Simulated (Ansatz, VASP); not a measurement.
# PbSe (Clausthalite): VASP beside Ansatz

One calculation is typed for both programs; each brings its own data sets. How far apart do they land? The cell is taken from a series of runs on this material, whose earlier steps may have relaxed, scaled, displaced or heated it; both programs get it as it stands.

Method: plane waves, with VASP 6.6.1 beside it; zone-centre phonons at LDA, in Ansatz 0.2.0.

### 1. The structure

Symmetry: Fm-3m, No. 225, cubic system. Conventional cell: a = 6.042 Å, b = 6.042 Å, c = 6.042 Å, α = 90.00°, β = 90.00°, γ = 90.00°. Nearest to Se lie 6 Pb at 3.02 Å. Pb has 6 Se at 3.02 Å nearest. Farther neighbours and most contacts between anions are not listed.

### 2. VASP: zone-centre phonons, LDA

Second derivatives magnify differences that forces hide, and they need a tight electronic threshold.

Lines of VASP's logs that name or quote its potential files are left out, and so is its time.

INCAR

```
SYSTEM = PbSe
PREC = Accurate
ENCUT = 500
EDIFF = 1E-08
NELM = 120
ISMEAR = -1
SIGMA = 0.03
LREAL = .FALSE.
ALGO = Normal
GGA = CA
NELECT = 20.011028
NBANDS = 16
LORBIT = 11
LWAVE = .FALSE.
LCHARG = .FALSE.
ISIF = 2
IBRION = 8
LASPH = .TRUE.
GGA_COMPAT = .FALSE.
KPAR = 2
```

POSCAR

```
PbSe
1.0
    0.0000000000      3.0209637511      3.0209637511
    3.0209637511      0.0000000000      3.0209637511
    3.0209637511      3.0209637511      0.0000000000
Se Pb
1 1
Direct
    0.5000000000      0.5000000000      0.5000000000
    0.0000000000      0.0000000000      0.0000000000
```

KPOINTS

```
Automatic mesh
0
Gamma
24 24 24
0 0 0
```

Potentials, in the order of the species: Se and Pb_d (LDA family, release 64).

Command:

```bash
mpirun -np 2 vasp_std
```

Numbers of over 12 decimals in the logs are rounded to 6 here.

The log of the run:

```text
[banner, memory and clock lines left out]
running    2 mpi-ranks, on    1 nodes
 distrk:  each k-point on    1 cores,    2 groups
 distr:  one band on    1 cores,    1 groups

 POSCAR found type information on POSCAR SePb
 POSCAR found :  2 types and       2 ions
 LDA part: xc-table for (Slater(with rela. corr.)+CA(PZ))
 , standard interpolation
 POSCAR, INCAR and KPOINTS ok, starting setup
 FFT: planning ... GRIDC
 FFT: planning ... GRID_SOFT
 FFT: planning ... GRID
 WAVECAR not read
 entering main loop
       N       E                     dE             d eps       ncg     rms          rms(c)
DAV:   1     0.152022446050E+03    0.15202E+03   -0.94893E+03 13248   0.125E+03
DAV:   2     0.751782757871E+00   -0.15127E+03   -0.14698E+03 14456   0.319E+02
DAV:   3    -0.943826882457E+01   -0.10190E+02   -0.10114E+02 16872   0.865E+01
DAV:   4    -0.965260316367E+01   -0.21433E+00   -0.21427E+00 16312   0.150E+01
DAV:   5    -0.966094391810E+01   -0.83408E-02   -0.83405E-02 18824   0.270E+00BRMIX: very serious problems
 the old and the new charge density differ
 old charge density:    20.00000 new   20.01103
BRMIX: very serious problems
 the old and the new charge density differ
 old charge density:    20.00000 new   20.01103
    0.291E+00
DAV:   6    -0.940587634428E+01    0.25507E+00   -0.65775E-01 20864   0.607E+00    0.171E+00
DAV:   7    -0.939589394481E+01    0.99824E-02   -0.90207E-02 17248   0.156E+00    0.864E-01
DAV:   8    -0.939444987353E+01    0.14441E-02   -0.80865E-03 17392   0.100E+00    0.914E-02
DAV:   9    -0.939421016501E+01    0.23971E-03   -0.16313E-03 20672   0.383E-01    0.417E-02
DAV:  10    -0.939421583327E+01   -0.56683E-05   -0.96009E-05 15928   0.660E-02    0.129E-02
DAV:  11    -0.939421415584E+01    0.16774E-05   -0.14675E-05 18424   0.406E-02    0.648E-03
DAV:  12    -0.939421408056E+01    0.75283E-07   -0.10320E-06 19168   0.126E-02    0.607E-04
DAV:  13    -0.939421408580E+01   -0.52426E-08   -0.72913E-08 17072   0.271E-03
   1 F= -.93942141E+01 E0= -.93941021E+01  d E =-.223959E-03
 Linear response reoptimize wavefunctions to high precision
DAV:   1    -0.939421408446E+01    0.13417E-08   -0.60917E-09 16968   0.565E-04
DAV:   2    -0.939421408446E+01   -0.36380E-11   -0.14391E-10 10672   0.961E-05
 Linear response DOF=           2
 Linear response progress:
  Degree of freedom:   1/  2
       N       E                     dE             d eps       ncg     rms          rms(c)
RMM:   1    -0.852143208844E-01   -0.85214E-01    0.75964E-02 72511   0.126E+00
RMM:   2    -0.841564342559E-01    0.10579E-02   -0.92335E-04 57461   0.343E-01    0.786E-02
RMM:   3    -0.846213953382E-01   -0.46496E-03   -0.50938E-04 62618   0.151E-01    0.303E-02
RMM:   4    -0.849521171224E-01   -0.33072E-03   -0.79769E-05 61104   0.579E-02    0.844E-03
RMM:   5    -0.850112826568E-01   -0.59166E-04   -0.12319E-05 65481   0.262E-02    0.501E-03
RMM:   6    -0.849974652086E-01    0.13817E-04   -0.17998E-06 60298   0.862E-03    0.120E-03
RMM:   7    -0.850021841152E-01   -0.47189E-05   -0.14724E-07 63298   0.287E-03    0.605E-04
RMM:   8    -0.850005741954E-01    0.16099E-05   -0.10848E-08 62412   0.106E-03    0.113E-04
RMM:   9    -0.849999885120E-01    0.58568E-06    0.30922E-09 66140   0.457E-04    0.546E-05
RMM:  10    -0.849999727583E-01    0.15754E-07    0.10519E-08 65245   0.194E-04    0.219E-05
RMM:  11    -0.849999736515E-01   -0.89317E-09    0.99209E-09 67286   0.930E-05    0.641E-06
 first order change of Fermi-energy   0.13918E-03
 force on displaced ion       1 direction 1 :  -0.791   0.000   0.000
 Linear response progress:
  Degree of freedom:   2/  2
       N       E                     dE             d eps       ncg     rms          rms(c)
RMM:   1    -0.333516978530E+00   -0.33352E+00   -0.21893E-01 46987   0.511E+00
RMM:   2    -0.335104053884E+00   -0.15871E-02   -0.87646E-03 54094   0.905E-01    0.432E-02
RMM:   3    -0.334976548567E+00    0.12751E-03   -0.88993E-04 60693   0.239E-01    0.252E-02
RMM:   4    -0.334588898250E+00    0.38765E-03   -0.79683E-05 58055   0.808E-02    0.374E-03
RMM:   5    -0.334628184010E+00   -0.39286E-04   -0.12686E-05 61053   0.283E-02    0.241E-03
RMM:   6    -0.334634072333E+00   -0.58883E-05   -0.25320E-06 60875   0.119E-02    0.595E-04
RMM:   7    -0.334632021750E+00    0.20506E-05   -0.33517E-07 61406   0.391E-03    0.355E-04
RMM:   8    -0.334633587012E+00   -0.15653E-05   -0.66255E-08 61440   0.145E-03    0.426E-05
RMM:   9    -0.334632902640E+00    0.68437E-06   -0.22726E-08 61908   0.652E-04    0.392E-05
RMM:  10    -0.334633159943E+00   -0.25730E-06   -0.87931E-09 62271   0.350E-04    0.643E-06
RMM:  11    -0.334633153816E+00    0.61271E-08   -0.10145E-08 62576   0.211E-04    0.401E-06
 first order change of Fermi-energy   0.89597E-05
 force on displaced ion       2 direction 1 :  -0.799   0.000   0.000
 Linear response finished
```

OUTCAR, selected parts (step 2):

```text
NELECT = 20.011028

 ion  position               nearest neighbor table
   1  0.500  0.500  0.500-   2 3.02   2 3.02   2 3.02   2 3.02   2 3.02   2 3.02
   2  0.000  0.000  0.000-   1 3.02   1 3.02   1 3.02   1 3.02   1 3.02   1 3.02

  LATTYP: Found a face centered cubic cell.
 ALAT       =     6.0419275022

 Subroutine GETGRP returns: Found 48 space group operations
 (whereof 48 operations were pure point group operations)

The static configuration has the point symmetry O_h .

 Found    413 irreducible k-points:

   k-points           NKPTS =    413   k-points in BZ     NKDIM =    413   number of bands    NBANDS=     16

   dimension x,y,z NGX =    32 NGY =   32 NGZ =   32
   dimension x,y,z NGXF=    64 NGYF=   64 NGZF=   64

   ENCUT  =  500.0 eV  36.75 Ry    6.06 a.u.   7.79  7.79  7.79*2*pi/ulx,y,z

 k-points in reciprocal lattice and weights: Automatic mesh
   0.00000000  0.00000000  0.00000000       0.000
   0.04166667  0.00000000  0.00000000       0.001
   0.08333333  0.00000000  0.00000000       0.001
   0.12500000  0.00000000  0.00000000       0.001
   0.16666667  0.00000000  0.00000000       0.001
   0.20833333  0.00000000  0.00000000       0.001
   0.25000000  0.00000000  0.00000000       0.001
   0.29166667  0.00000000  0.00000000       0.001
   0.33333333  0.00000000  0.00000000       0.001
[...]
-0.29166667  0.50000000  0.20833333       0.001
  -0.25000000  0.50000000  0.25000000       0.000

 average (electrostatic) potential at core
       1 -58.8017       2 -91.9191

  Total        0.1675050      0.1675050      0.1675050      0.0000000      0.0000000      0.0000000
  in kB        4.8671181      4.8671181      4.8671181      0.0000000      0.0000000      0.0000000
  external PRESSURE =       4.8671181 kB  Pullay stress =       0.0000000 kB

  energy-cutoff  :      500.00
  volume of cell :       55.14
      direct lattice vectors                 reciprocal lattice vectors
     0.000000000  3.020963751  3.020963751    -0.165510096  0.165510096  0.165510096
     3.020963751  0.000000000  3.020963751     0.165510096 -0.165510096  0.165510096
     3.020963751  3.020963751  0.000000000     0.165510096  0.165510096 -0.165510096

 POSITION                                       TOTAL-FORCE (eV/Angst)
 -----------------------------------------------------------------------------------
      3.02096      3.02096      3.02096        -0.000000      0.000000      0.000000
      0.00000      0.00000      0.00000         0.000000     -0.000000     -0.000000
 -----------------------------------------------------------------------------------
    total drift:                                0.000000     -0.000000     -0.000000

 Eigenvectors and eigenvalues of the dynamical matrix
 ----------------------------------------------------

   1 f  =    1.841835 THz    11.572593 2PiTHz   61.437013 cm-1     7.617215 meV
             X         Y         Z           dx          dy          dz
      3.020964  3.020964  3.020964    -0.849748    0.000000    0.000000
      0.000000  0.000000  0.000000     0.527189    0.000000    0.000000

   2 f  =    1.841835 THz    11.572593 2PiTHz   61.437013 cm-1     7.617215 meV
             X         Y         Z           dx          dy          dz
      3.020964  3.020964  3.020964     0.000000    0.793683    0.303546
      0.000000  0.000000  0.000000     0.000000   -0.492405   -0.188321

   3 f  =    1.841835 THz    11.572593 2PiTHz   61.437013 cm-1     7.617215 meV
             X         Y         Z           dx          dy          dz
      3.020964  3.020964  3.020964     0.000000    0.303546   -0.793683
      0.000000  0.000000  0.000000     0.000000   -0.188321    0.492405

   4 f/i=    0.004112 THz     0.025839 2PiTHz    0.137173 cm-1     0.017007 meV
             X         Y         Z           dx          dy          dz
      3.020964  3.020964  3.020964     0.000000   -0.347399    0.396537
      0.000000  0.000000  0.000000     0.000000   -0.559955    0.639158

   5 f/i=    0.004112 THz     0.025839 2PiTHz    0.137173 cm-1     0.017007 meV
             X         Y         Z           dx          dy          dz
      3.020964  3.020964  3.020964    -0.527189    0.000000    0.000000
      0.000000  0.000000  0.000000    -0.849748    0.000000    0.000000

   6 f/i=    0.004112 THz     0.025839 2PiTHz    0.137173 cm-1     0.017007 meV
             X         Y         Z           dx          dy          dz
      3.020964  3.020964  3.020964     0.000000    0.396537    0.347399
      0.000000  0.000000  0.000000     0.000000    0.639158    0.559955

 ELASTIC MODULI CONTR FROM IONIC RELAXATION (kBar)
 Direction    XX          YY          ZZ          XY          YZ          ZX
 --------------------------------------------------------------------------------
 XX           0.0000      0.0000      0.0000      0.0000      0.0000      0.0000
 YY           0.0000      0.0000      0.0000      0.0000      0.0000      0.0000
 ZZ           0.0000      0.0000      0.0000      0.0000      0.0000      0.0000
 XY           0.0000      0.0000      0.0000      0.0000      0.0000      0.0000
 YZ           0.0000      0.0000      0.0000      0.0000      0.0000      0.0000
 ZX           0.0000      0.0000      0.0000      0.0000      0.0000      0.0000
 --------------------------------------------------------------------------------
```

The cell is charged against a uniform background.

### 3. Ansatz: zone-centre phonons, LDA

Ansatz runs on its PAW soft_1 files.

The same cell, functional (in two slightly different forms), mesh and smearing now go to Ansatz, which takes its cutoff from its data sets.

input.yaml

```yaml
crystal:
  lattice:
    - [0.0, 3.0209637511, 3.0209637511]
    - [3.0209637511, 0.0, 3.0209637511]
    - [3.0209637511, 3.0209637511, 0.0]
  atoms:
    - { symbol: Se, position: [0.5, 0.5, 0.5] }
    - { symbol: Pb, position: [0.0, 0.0, 0.0] }
total_charge: -0.011028
kpoints:
  mp_grid: { grid: [24, 24, 24] }
hamiltonian:
  xc: lda
  pseudopotentials: { kind: paw, azcp: { folder: soft_1 }, xc_functional: pbe }
scf:
  occupations: { method: fermi_dirac, width: 0.03 }
output:
  eigenvalues: true
phonons:
  method: dfpt
```

Command:

```bash
ansatz run input.yaml --threads 4 --pin off --max-ram 16384MiB --backend cpu --events-out ev --progress --plain --runs-dir out
```

The log of the run:

```text
Engine: ansatz 0.2.0, aarch64-unknown-linux-gnu
Pseudopotentials: kind: paw
Pseudopotential: Se, paw, valence charge 16, recommended cutoff 420 eV (normal), soft_1/Se.paw.azcp
Pseudopotential: Pb, paw, valence charge 14, recommended cutoff 420 eV (normal), soft_1/Pb.paw.azcp
Functional definition: SPW92
  exchange = slater_x
  correlation = pw_c
Crystal: 2 atoms, lattice volume = 55.140 Å³
Basis set: ecut = 420 eV, 1067 PW (Γ), exchange–correlation on 60×60×60 points (8 copies of the dense FFT grid, shifted against one another)
Bands: 20, of which v1, the nominal top of the filled ones, is band 15 counted from 1 (14 counted from 0)
Symmetry: 48 space group operations
k-points: 1063 of 13824 (irreducible under 8 space group operations, time reversal used)
Non-local potential: Se, projectors of the file, l = 0: 2, l = 1: 2, l = 2: 3, l = 3: 1
Non-local potential: Pb, projectors of the file, l = 0: 2, l = 1: 2, l = 2: 2, l = 3: 1
PAW form: soft (Blöchl's): semilocal exchange-correlation on the pseudo side does not see the compensation charge
PAW frozen core: Se, regenerated for the run's functional, and the local potential with it (the file was generated under x = pbe(κ = 0.804, μ = 0.219515), c = pbe(β = 0.066725))
PAW frozen core: Pb, regenerated for the run's functional, and the local potential with it (the file was generated under x = pbe(κ = 0.804, μ = 0.219515), c = pbe(β = 0.066725))
PAW one-centre angular grid: Se, 590 points (default); XC on 64 Gauss nodes
PAW one-centre angular grid: Pb, 590 points (default); XC on 64 Gauss nodes
Initial density: superposition of atomic densities (chi_scale 0.1, normalization cell, long waves kept (reshape's long-wave potential 0.00 eV rms))
Initial wavefunctions: pseudopotential atomic-orbital guess
Functional: x = slater, c = lda
SCF iter   1: F=—  HF=-16988.441325 eV  |F-HF|=—  |Δ(HF+E_count)|=         —  Δρ=2.02e-2  dr2=3.25e-1  ethr=3.10e-3  ⟨swp⟩=7.1  Hψ=110352  notcnv=0
preconditioner: auto → none  [insulator: Δε(μ)=0.134 eV  Ē_g=16.267 eV  σ=0.030 eV  W_gap=0.67  n_scr=14 (ndim 8)  ℏωp=22.4 eV  f_vac=0.000  D(μ)=0.07/eV (n_scr^D=0)  ε∞_Penn≈2.9]
SCF iter   2: F=—  HF=-16988.367742 eV  |F-HF|=—  |Δ(HF+E_count)|=   7.36e-2  Δρ=9.84e-3  dr2=7.53e-2  ethr=1.08e-3  ⟨swp⟩=2.0  Hψ=34150  notcnv=0  defer=880
SCF iter   3: F=—  HF=-16988.346952 eV  |F-HF|=—  |Δ(HF+E_count)|=   2.08e-2  Δρ=9.45e-4  dr2=3.45e-4  ethr=2.51e-4  ⟨swp⟩=2.4  Hψ=28453  notcnv=0  defer=881
SCF iter   4: F=—  HF=-16988.346705 eV  |F-HF|=—  |Δ(HF+E_count)|=   2.47e-4  Δρ=2.82e-4  dr2=1.44e-5  ethr=1.15e-6  ⟨swp⟩=2.0  Hψ=37729  notcnv=0  defer=881
SCF iter   5: F=—  HF=-16988.346707 eV  |F-HF|=—  |Δ(HF+E_count)|=   2.11e-6  Δρ=7.77e-5  dr2=2.12e-6  ethr=4.81e-8  ⟨swp⟩=2.0  Hψ=36334  notcnv=0  defer=881
SCF iter   6: F=—  HF=-16988.346707 eV  |F-HF|=—  |Δ(HF+E_count)|=   4.54e-7  Δρ=1.93e-5  dr2=6.36e-8  ethr=7.06e-9  ⟨swp⟩=2.0  Hψ=36075  notcnv=0  defer=881
SCF iter   7: F=—  HF=-16988.346707 eV  |F-HF|=—  |Δ(HF+E_count)|=   4.25e-8  Δρ=1.98e-6  dr2=1.66e-9  ethr=2.12e-10  ⟨swp⟩=2.0  Hψ=36336  notcnv=0  defer=881
SCF iter   8: F=—  HF=-16988.346707 eV  |F-HF|=—  |Δ(HF+E_count)|=  4.37e-11  Δρ=2.45e-7  dr2=1.66e-11  ethr=5.52e-12  ⟨swp⟩=2.2  Hψ=32379  notcnv=0  defer=881
SCF iter   9: F=-16988.346707 eV  HF=-16988.346707 eV  |F-HF|=3.64e-12  |Δ(HF+E_count)|=    0.00e0  Δρ=2.17e-8  dr2=1.22e-13  ethr=1.00e-12  ⟨swp⟩=10.1  Hψ=109488  notcnv=0
the search or the solves at the SCF's close seem to have found levels that the self-consistency loop had missed (the run counts 2). By its estimate they hold under 1e-12 electrons; where the run keeps them, the occupations were computed again with them
SCF 1 converged in 9 iterations: F = -16988.346707 eV  dr2 = 1.22e-13
  greatest PAW one-centre occupation: 1.000 electrons in one spin orbital (limit 2), on the Se atom at site 0 (counted from 0), in its partial waves of l = 2
DFPT response loops at Γ: preconditioner auto → Kerker (q_TF=auto, 2.465 Å⁻¹) (partly filled bands, converged f_vac=0.016); β = 1.00, the filter's whole step (`scf.mixing.beta` (0.50) is not read by the response loops under this deck's `scf.mixing.preconditioner`; to damp them name `kerker` or `kerker_dos`, under which they read `scf.mixing.beta`, and type it under 1.00, their step now; both keys bind the ground state too); Broyden in place of MSR1
SCF converged after 9 iterations
Free energy (F): -16988.346707 eV
Harris-Foulkes:  -16988.346707 eV  (|F-HF|=3.64e-12)
Internal energy: -16988.346489 eV  (E = F + TS)
E sigma→0 (E₀):  -16988.346598 eV
Entropy (-TS):   -0.000218 eV (-0.109 meV/atom)
Fermi energy:    9.622562 eV
--- Per-component energies (eV) ---
  E_band       = -423.275086
  E_kinetic    = 404.770180
  E_local      = -3665.448249  (includes V_loc(G=0)·N_el)
  E_nonlocal   = -40.958044
  E_hartree    = 1786.189606
  E_xc         = -290.521365
  E_vxc        = -231.040863  (∫ρ·V_xc dr)
  E_paw        = -12133.246094  (= ΣΔE_a)
  E_vpaw       = -462.976986  (= ΣTr[D̂ρ^β])
  E_aug_tail   = -0.000354  (compensation charges beyond the density's cutoff)
  E_ewald      = -3051.271905
  E_core_change = 2.139736  (= ΣΔE_core)
  E_smearing   = -0.000218  (= −TS)
  E_closure    = -0.000000  (closes the sum)
  E_deformation_potential = -0.163091  (in the stress; not in F)
  Σ components = -16988.346707   (vs F -16988.346707, Δ=0.00e0)
--- Band table (eV; the first three rows and the last of 1063) ---
  k-point 0: bands = [... 11 lower, 2.8671, 7.2180, 7.2180, 7.2180, 13.9415, 13.9415, 13.9415, 15.6781, ... 1 higher]
  k-point 1: bands = [... 11 lower, 2.8139, 7.2230, 7.2230, 7.2565, 13.7669, 13.8432, 13.8432, 15.6334, ... 1 higher]
  k-point 2: bands = [... 11 lower, 2.6619, 7.2380, 7.2380, 7.3648, 13.3459, 13.5844, 13.5844, 15.5365, ... 1 higher]
  k-point 1062: bands = [... 11 lower, 0.9743, 4.7145, 4.7145, 8.4040, 11.0050, 14.1476, 14.1476, 16.9902, ... 1 higher]
--- Phonons (Γ-DFPT): 2 representative perturbations + reference, on 1063 of 13824 k-points (Σ response iterations 7) ---
  k mesh reduced under 8 symmetry operations, with k and −k counted as one. Each operation leaves every solved perturbation unchanged. A smaller set is not used because it would not reduce the number of displacements times k-points to solve
  ASR residual: 1.822e-5 → 0.000e0 eV/Å²; symmetrization residual: 1.902e-5 eV/Å²
  ASR residual per site (eV/Å²): 1.82e-5 1.48e-5
  Γ frequencies (cm⁻¹): 0.00 0.00 0.00 59.11 59.11 59.11
  non-analytic LO–TO correction: not included (Born effective charges unavailable; polar crystals: no LO–TO splitting at Γ)
```

Reading the cycles: dr2 is the Hartree energy of the density residual (eV), the measure of convergence; HF is the Harris–Foulkes estimate of the energy, which meets the free energy F at convergence.

### 4. Side by side

Known differences besides the potentials themselves: the two LDA forms differ slightly; the cutoff is 420 eV in Ansatz and 500 eV in VASP; VASP's log shows a relativistic correction to its local exchange, Ansatz's none. Total energies have different zeros and are not compared.

Both answers:

| quantity | Ansatz | VASP | difference |
| --- | --- | --- | --- |
| optical mode 1 to 3 (cm⁻¹) | 59.1 | 61.4 | -3.79 % |

Modes are paired by rising frequency, not by their patterns, so a pair may set unlike modes beside each other; they are those without the splitting of longitudinal modes. The cell carries a charge of -0.011028 e against a uniform background, so its pressure also hangs on how the neutralising background is counted, and in a defect's cell a gap may be the spacing between its levels.

### 5. What came out

```
r.m.s. difference of the optical zone-centre modes, each program's sorted by frequency (zone-centre phonons, LDA) : 2.3 cm⁻¹
difference in optical mode 1 to 3 (zone-centre phonons, LDA)                                                      : -3.8 %
```

**Reading.** The r.m.s. difference of the optical zone-centre modes, each program's sorted by frequency is 2.3 cm⁻¹ (zone-centre phonons, LDA). The data sets hold unlike numbers of valence electrons (30.011 in Ansatz and 20.011 in VASP), so part of the differences comes from the potentials. Among the rows given in per cent, the largest difference of the zone-centre phonons, LDA pair is in optical mode 1 to 3, -3.8 %. Such differences can come from data sets, numerical settings and the points named under the comparisons, not from the functional's error against experiment.

[Lines on the potential files, build, host, timing and source positions are cut from VASP's logs without a mark.]

[Logs are printed without paths, hosts, clocks, repeated set-up lines and the standing remarks that a program may print on its own settings, such as how far it seeks lower states.]

[Hosts, paths, dates, database ids (printed as entryN), source tags and the programs' standing remarks are cut or masked in the printed files.]
